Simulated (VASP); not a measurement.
```yaml
crystal:
  lattice:
    - [1.90394, -5.03124, 0.00000]
    - [1.90394, 5.03124, 0.00000]
    - [0.00000, 0.00000, 3.75214]
  atoms:
    - { symbol: P, position: [0.56400, 0.43600, 0.25000] }
    - { symbol: P, position: [0.43600, 0.56400, 0.75000] }
    - { symbol: Cu, position: [0.85475, 0.14525, 0.25000] }
    - { symbol: Cu, position: [0.14525, 0.85475, 0.75000] }
```

The base run (VASP): PBE GGA, plane waves, VASP's PBE PAW potentials (set 64). Numerical set-up: 400 eV cut-off, 6×6×5 Γ-centred mesh, Gaussian smearing of 0.050 eV, potentials P Cu.

One setting is varied; ΔE counts from the most expensive setting. The base run took about 30 core-seconds. The timings are rough (shared machines, no repeats); factors under 2 mean little.

The base run's pressure lies -0.30 GPa from that at 750 eV (Pulay error).

| setting | cost over the base run | electronic steps | ΔE (meV/atom) | pressure (GPa) |
|---|---|---|---|---|
| KPOINTS 2×2×2 Γ-centred mesh | about 1/3 | 15 | 36.7 | -7.03 |
| KPOINTS 4×4×3 Γ-centred mesh | about 1/2 | 15 | -38.6 | -9.69 |
| base run | reference | 16 | -7.4 | -9.65 |
| KPOINTS 8×8×7 Γ-centred mesh | within a factor of 2 | 15 | 2.2 | -9.36 |
| KPOINTS 9×9×8 Γ-centred mesh | about 2 times | 15 | -0.9 | -9.41 |
| KPOINTS 11×11×9 Γ-centred mesh | about 3 times | 15 | 1.4 | -9.47 |
| KPOINTS 10×10×8 Γ-centred mesh | about 3 times | 15 | -0.4 | -9.45 |
| KPOINTS 12×12×10 Γ-centred mesh | about 4 times | 15 | 0.0 | -9.44 |

Left out are runs that failed, have no time on record or changed the cell.

The structure was generated: CuP was put into the CrB type (Cmcm), which need not be its known phase. The cell was not relaxed at this level.
